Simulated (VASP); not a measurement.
# Sn2GeO3 (Pmmn) in VASP: single point with r2SCAN

Aim: the single point of Sn2GeO3 with r2SCAN.

Everything below comes from runs of VASP 6.6.1. Logs are shortened: lines on timing, memory, paths and dates and some standing lists are left out, and cuts for length are marked.

### Step 1. Starting point

The structure is orthorhombic, space group Pmmn (No. 59). The conventional cell has a = 3.990 Å, b = 10.748 Å, c = 4.921 Å, α = 90.00°, β = 90.00°, γ = 90.00°. Around Sn (site symmetry m) lie 4 O at 2.22 to 2.28 Å. Around Ge (site symmetry mm2) lie 4 O at 2.04 to 2.18 Å. Around O (site symmetry m) lie 1 Ge at 2.04 Å and 3 Sn at 2.25 to 2.28 Å. Around O (site symmetry mm2) lie 2 Ge at 2.18 Å and 2 Sn at 2.22 Å.

The cell was built by a generator and needn't be a form met in nature.

### Step 2. Single point, r2SCAN

INCAR

```
SYSTEM = Sn2GeO3
ALGO     = Normal         ! electronic algorithm
EDIFF    = 1E-6           ! SCF threshold, eV
ENCUT    = 520            ! plane-wave cutoff, eV
ISIF     = 2              ! what is computed and relaxed
ISMEAR   = 0              ! smearing method
KPAR     = 8            
LASPH    = .True.         ! aspherical terms in the spheres
LCHARG   = .False.        ! write CHGCAR
LMIXTAU  = .True.       
LREAL    = .False.        ! projectors in reciprocal space
LWAVE    = .False.        ! write WAVECAR
METAGGA  = R2SCAN         ! meta-GGA
NBANDS   = 72             ! bands
NELM     = 150            ! most SCF steps
PREC     = Accurate       ! precision mode
SIGMA    = 0.1            ! smearing width, eV
```

KPOINTS

```
k-points
0
Gamma
  8 4 6
  0 0 0
```

POSCAR

```
Sn2GeO3
1.0
    3.9898500000      0.0000000000      0.0000000000
    0.0000000000     10.7483700000      0.0000000000
    0.0000000000      0.0000000000      4.9208400000
Sn Ge O
4 2 6
Direct
    0.0000000000      0.3340430000      0.2590280000
    0.0000000000      0.6659570000      0.2590280000
    0.5000000000      0.1659570000      0.7409720000
    0.5000000000      0.8340430000      0.7409720000
    0.0000000000      0.0000000000      0.2972840000
    0.5000000000      0.5000000000      0.7027160000
    0.0000000000      0.1607250000      0.5166060000
    0.0000000000      0.8392750000      0.5166060000
    0.0000000000      0.5000000000      0.5260370000
    0.5000000000      0.3392750000      0.4833940000
    0.5000000000      0.6607250000      0.4833940000
    0.5000000000      0.0000000000      0.4739630000
```

Potentials or basis: VASP PAW PBE potentials, release 64 (Sn_d, Ge_d, O).

On the command line:

```console
$ cat potpaw_PBE.64/Sn_d/POTCAR potpaw_PBE.64/Ge_d/POTCAR potpaw_PBE.64/O/POTCAR > POTCAR
$ mpirun -np 8 vasp_std > vasp.out
```

OUTCAR:

```text
SYSTEM = Sn2GeO3
   EDIFF = 1E-6
   ENCUT = 520
   ISIF = 2
   ISMEAR = 0
   LASPH = .True.
   LREAL = .False.
   METAGGA = R2SCAN
   NELM = 150
   PREC = Accurate

 ion  position               nearest neighbor table
   1  0.000  0.334  0.259-   9 2.22   7 2.25  10 2.28  10 2.28   2 3.57   3 3.59   3 3.59   3 3.71
                             3 3.71
   2  0.000  0.666  0.259-   9 2.22   8 2.25  11 2.28  11 2.28   1 3.57   4 3.59   4 3.59   4 3.71
                             4 3.71
   3  0.500  0.166  0.741-  12 2.22  10 2.25   7 2.28   7 2.28   4 3.57   1 3.59   1 3.59   1 3.71
                             1 3.71
   4  0.500  0.834  0.741-  12 2.22  11 2.25   8 2.28   8 2.28   3 3.57   2 3.59   2 3.59   2 3.71
                             2 3.71
   5  0.000  0.000  0.297-   7 2.04   8 2.04  12 2.18  12 2.18
   6  0.500  0.500  0.703-  10 2.04  11 2.04   9 2.18   9 2.18
   7  0.000  0.161  0.517-   5 2.04   1 2.25   3 2.28   3 2.28
   8  0.000  0.839  0.517-   5 2.04   2 2.25   4 2.28   4 2.28
   9  0.000  0.500  0.526-   6 2.18   6 2.18   1 2.22   2 2.22
  10  0.500  0.339  0.483-   6 2.04   3 2.25   1 2.28   1 2.28
  11  0.500  0.661  0.483-   6 2.04   4 2.25   2 2.28   2 2.28
  12  0.500  0.000  0.474-   5 2.18   5 2.18   3 2.22   4 2.22

  LATTYP: Found a simple orthorhombic cell.
 ALAT       =     3.9898500000
 B/A-ratio  =     1.2333395992
 C/A-ratio  =     2.6939283432

  Lattice vectors:

 A1 = (  -3.9898500000,   0.0000000000,   0.0000000000)
 A2 = (   0.0000000000,   0.0000000000,   4.9208400000)
 A3 = (   0.0000000000,  10.7483700000,   0.0000000000)

Analysis of symmetry for initial positions (statically):
=====================================================================
 Subroutine PRICEL returns:
 Original cell was already a primitive cell.

 Routine SETGRP: Setting up the symmetry group for a
 simple orthorhombic supercell.

 Subroutine GETGRP returns: Found  8 space group operations
 (whereof  4 operations were pure point group operations)
 out of a pool of  8 trial point group operations.

The static configuration has the point symmetry C_2v.
 The point group associated with its full space group is D_2h.

Analysis of symmetry for dynamics (positions and initial velocities):
=====================================================================
 Subroutine PRICEL returns:
 Original cell was already a primitive cell.

 Routine SETGRP: Setting up the symmetry group for a
 simple orthorhombic supercell.

 Subroutine GETGRP returns: Found  8 space group operations
 (whereof  4 operations were pure point group operations)
 out of a pool of  8 trial point group operations.

The dynamic configuration has the point symmetry C_2v.
 The point group associated with its full space group is D_2h.

 Subroutine INISYM returns: Found  8 space group operations
 (whereof  4 operations are pure point group operations),
 and found     1 'primitive' translations

----------------------------------------------------------------------------------------

                                     Primitive cell

  volume of cell :     211.0272

  direct lattice vectors                    reciprocal lattice vectors
     3.989850000  0.000000000  0.000000000     0.250635989  0.000000000  0.000000000
     0.000000000 10.748370000  0.000000000     0.000000000  0.093037363  0.000000000
     0.000000000  0.000000000  4.920840000     0.000000000  0.000000000  0.203217337

  length of vectors
     3.989850000 10.748370000  4.920840000     0.250635989  0.093037363  0.203217337

  position of ions in fractional coordinates (direct lattice)
     0.000000000  0.334043000  0.259028000
     0.000000000  0.665957000  0.259028000
     0.500000000  0.165957000  0.740972000
     0.500000000  0.834043000  0.740972000
     0.000000000  0.000000000  0.297284000
     0.500000000  0.500000000  0.702716000
     0.000000000  0.160725000  0.516606000
     0.000000000  0.839275000  0.516606000
     0.000000000  0.500000000  0.526037000
     0.500000000  0.339275000  0.483394000
     0.500000000  0.660725000  0.483394000
     0.500000000  0.000000000  0.473963000

  ion indices of the primitive-cell ions
   primitive index   ion index
                 1           1
                 2           2
                 3           3
                 4           4
                 5           5
                 6           6
                 7           7
                 8           8
                 9           9
                10          10
                11          11
                12          12

----------------------------------------------------------------------------------------

 KPOINTS: k-points

Automatic generation of k-mesh.
 Grid dimensions read from file:
 generate k-points for:    8    4    6

 Generating k-lattice:

  Cartesian coordinates                     Fractional coordinates (reciprocal lattice)
     0.031329499  0.000000000  0.000000000     0.125000000  0.000000000  0.000000000
     0.000000000  0.023259341  0.000000000     0.000000000  0.250000000  0.000000000
     0.000000000  0.000000000  0.033869556     0.000000000  0.000000000  0.166666667

  Length of vectors
     0.031329499  0.023259341  0.033869556

  Shift w.r.t. Gamma in fractional coordinates (k-lattice)
     0.000000000  0.000000000  0.000000000

 Subroutine IBZKPT returns following result:
 ===========================================

 Found     60 irreducible k-points:

 Following reciprocal coordinates:
            Coordinates               Weight
  0.000000  0.000000  0.000000      1.000000
  0.125000  0.000000  0.000000      2.000000
  0.250000  0.000000  0.000000      2.000000
  0.375000  0.000000  0.000000      2.000000
  0.500000  0.000000  0.000000      1.000000
  0.000000  0.250000  0.000000      2.000000
[... 16 lines left out ...]
  0.250000  0.250000  0.166667      8.000000
  0.375000  0.250000  0.166667      8.000000
 [... further k-points ...]
   k-points           NKPTS =     60   k-points in BZ     NKDIM =     60   number of bands    NBANDS=     72
   number of dos      NEDOS =    301   number of ions     NIONS =     12
   total plane-waves  NPLWV =  96000
   dimension x,y,z NGX =    30 NGY =   80 NGZ =   40
   dimension x,y,z NGXF=    60 NGYF=  160 NGZF=   80
   ions per type =               4   2   6
   NGX,Y,Z   is equivalent  to a cutoff of  12.50, 12.37, 13.51 a.u.
   NGXF,Y,Z  is equivalent  to a cutoff of  25.00, 24.75, 27.03 a.u.
 SYSTEM =  Sn2GeO3
   PREC   = accura    normal or accurate (medium, high low for compatibility)
   ISTART =      0    job   : 0-new  1-cont  2-samecut
   ICHARG =      2    charge: 1-file 2-atom 10-const
   ISPIN  =      1    spin polarized calculation?
   LNONCOLLINEAR =      F non collinear calculations
   LSORBIT =      F    spin-orbit coupling
   LASPH  =      T    aspherical Exc in radial PAW
   ENCUT  =  520.0 eV  38.22 Ry    6.18 a.u.   7.42 19.98  9.15*2*pi/ulx,y,z
   NELM   =    150;   NELMIN=  2; NELMDL= -5     # of ELM steps
   EDIFF  = 0.1E-05   stopping-criterion for ELM
   LREAL  =      F    real-space projection
   EDIFFG = 0.1E-04   stopping-criterion for IOM
   NSW    =      0    number of steps for IOM
   IBRION =     -1    ionic relax: 0-MD 1-quasi-New 2-CG
   NFREE  =      0    steps in history (QN), initial steepest desc. (CG)
   ISIF   =      2    stress and relaxation
   ISYM   =      2    0-nonsym 1-usesym 2-fastsym
   POTIM  = 0.5000    time-step for ionic-motion
   TEBEG  =    0.0;   TEEND  =   0.0 temperature during run
   PSTRESS=    0.0 pullay stress
   NELECT =     120.0000    total number of electrons
   NUPDOWN=      -1.0000    fix difference up-down
   EMIN   =  10.00;   EMAX   =-10.00  energy-range for DOS
   EFERMI =   0.00;   METHOD = LEGACY
   ISMEAR =     0;   SIGMA  =   0.10  broadening in eV -4-tet -1-fermi 0-gaus
   EFERMI_NEDOS =   21; number of points for ismear=-14 and -15
   IALGO  =     38    algorithm
   IMIX   =      4    mixing-type and parameters
     AMIX     =   0.40;   BMIX     =  1.00
     AMIX_MAG =   1.60;   BMIX_MAG =  1.00
  volume/ion in A,a.u.               =      17.59       118.67
  Fermi-wavevector in a.u.,A,eV,Ry     =   1.356300  2.563035 25.028594  1.839550
  Thomas-Fermi vector in A             =   2.483315
   LORBIT       =      0    0 simple, 1 ext, 2 COOP (PROOUT), +10 PAW based schemes
   METAGGA = R2SCAN    functional components
   LHFCALC =     F    Hartree Fock is set to
   AEXX    =    0.0000 exact exchange contribution
   IVDW    =     0    specifies the selected vdW correction
   LEPSILON=     F    determine dielectric tensor
   LRPA    =     F    only Hartree local field effects (RPA)
 non-spin polarized calculation
 Gauss-broadening in eV      SIGMA  =   0.10
  energy-cutoff  :      520.00
  volume of cell :      211.03
 maximum number of plane-waves:      5728
 NGX is ok and might be reduce to    30
   NGX = 15   NGY = 39   NGZ = 19

 number of electron     119.9999946 magnetization

 Free energy of the ion-electron system (eV)
  ---------------------------------------------------
  ext. energy  EPLUGINS =         0.00000000
  ---------------------------------------------------
  free energy    TOTEN  =      -177.69866824 eV

  energy without entropy =     -177.69866824  energy(sigma->0) =     -177.69866824

 E-fermi :   5.9793     XC(G=0): -10.6752

 val. band max:        5.5411664902   @ k =   0.0000   0.5000   0.0000
 cond. band min:       6.4160744818   @ k =   0.5000   0.5000   0.0000
 fundamental gap:      0.8749079916
 Fermi energy:         5.9793406929

 k-point     1 :       0.0000    0.0000    0.0000
  band No.  band energies     occupation
      1     -19.8982      2.00000
      2     -19.8975      2.00000
      3     -19.8384      2.00000
      4     -19.8371      2.00000
      5     -19.8229      2.00000
      6     -19.8229      2.00000
[... 64 lines left out ...]
     71      11.3506      0.00000
     72      11.4471      0.00000
[... 1723 lines left out ...]
     71      11.2995      0.00000
     72      11.5898      0.00000

 [... further k-points ...]

------------------------ aborting loop because EDIFF is reached ----------------------------------------

  FORCE on cell =-STRESS in cart. coord.  units (eV):
  Direction    XX          YY          ZZ          XY          YZ          ZX
  --------------------------------------------------------------------------------------
  -------------------------------------------------------------------------------------
  Total       -5.2600516     -5.9620002     -3.8560410      0.0000000      0.0000000      0.0000000
  in kB      -39.9357793    -45.2651694    -29.2761392      0.0000000      0.0000000      0.0000000
  external PRESSURE =     -38.1590293 kB  Pullay stress =       0.0000000 kB

 VOLUME and BASIS-vectors are now :
 -----------------------------------------------------------------------------
  energy-cutoff  :      520.00
  volume of cell :      211.03
      direct lattice vectors                 reciprocal lattice vectors
     3.989850000  0.000000000  0.000000000     0.250635989  0.000000000  0.000000000
     0.000000000 10.748370000  0.000000000     0.000000000  0.093037363  0.000000000
     0.000000000  0.000000000  4.920840000     0.000000000  0.000000000  0.203217337

 POSITION                                       TOTAL-FORCE (eV/Angst)
 -----------------------------------------------------------------------------------
      0.00000      3.59042      1.27464        -0.000000      0.022243      0.464925
      0.00000      7.15795      1.27464        -0.000000     -0.022243      0.464925
      1.99493      1.78377      3.64620         0.000000     -0.022243     -0.464925
      1.99493      8.96460      3.64620         0.000000      0.022243     -0.464925
      0.00000      0.00000      1.46289        -0.000000     -0.000000      0.447715
      1.99493      5.37418      3.45795        -0.000000     -0.000000     -0.447715
      0.00000      1.72753      2.54214        -0.000000     -0.066348     -0.090859
      0.00000      9.02084      2.54214        -0.000000      0.066348     -0.090859
      0.00000      5.37418      2.58854        -0.000000     -0.000000     -0.148184
      1.99493      3.64665      2.37870        -0.000000      0.066348      0.090859
      1.99493      7.10172      2.37870        -0.000000     -0.066348      0.090859
      1.99493      0.00000      2.33230        -0.000000     -0.000000      0.148184
 -----------------------------------------------------------------------------------
    total drift:                                0.000000     -0.000000      0.000000

  FREE ENERGIE OF THE ION-ELECTRON SYSTEM (eV)
  ---------------------------------------------------
  free  energy   TOTEN  =      -177.6986682379 eV

  energy  without entropy=     -177.6986682379  energy(sigma->0) =     -177.69866824
```

It took 9.7 min on 8 MPI ranks of AMD EPYC 9R45 (Zen 5), shared host; peak memory 0.81 GiB.

What came out:

| Property | Result |
| --- | --- |
| Free energy | -177.6987 eV |
| Pressure | -3.8 GPa |
| Largest force | 0.465 eV/Å |
| Band gap on the k mesh | 0.87 eV, indirect (least direct gap 2.43 eV) |

Forces on the atoms (eV/Å):
```
Sn   0.000  0.022  0.465
Sn   0.000 -0.022  0.465
Sn   0.000 -0.022 -0.465
Sn   0.000  0.022 -0.465
Ge   0.000  0.000  0.448
Ge   0.000  0.000 -0.448
O    0.000 -0.066 -0.091
O    0.000  0.066 -0.091
O    0.000  0.000 -0.148
O    0.000  0.066  0.091
O    0.000 -0.066  0.091
O    0.000  0.000  0.148
```

Caveat: the PAW data sets were made with another functional, which shifts forces and pressure a little; spin-orbit coupling is left out, which moves the levels of the heavy elements. A k mesh can miss the band edges.
